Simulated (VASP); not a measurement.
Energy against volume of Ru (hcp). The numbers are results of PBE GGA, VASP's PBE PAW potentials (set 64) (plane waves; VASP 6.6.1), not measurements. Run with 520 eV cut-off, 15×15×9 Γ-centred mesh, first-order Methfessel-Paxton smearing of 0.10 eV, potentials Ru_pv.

Shape and ions are relaxed at each volume.

```
V (Å³/atom)  E (eV/atom)
-----------  -----------
12.938          -9.18158
13.351          -9.22325
13.764          -9.23600
14.177          -9.22452
```

Question: Fit these four points and predict the energy of the run at 14.590 Å³/atom.

Answer: A cubic in V^(−2/3), the third-order Birch-Murnaghan form, passes through the four points with V0 = 13.76 Å³/atom and B0 = 313 GPa, and gives -9.1928 eV/atom there. The run gave -9.1928 eV/atom, -0.0 meV/atom from the fit; all five points give B0 = 313 GPa.

The compound is Ru in the hcp structure. It was relaxed first.
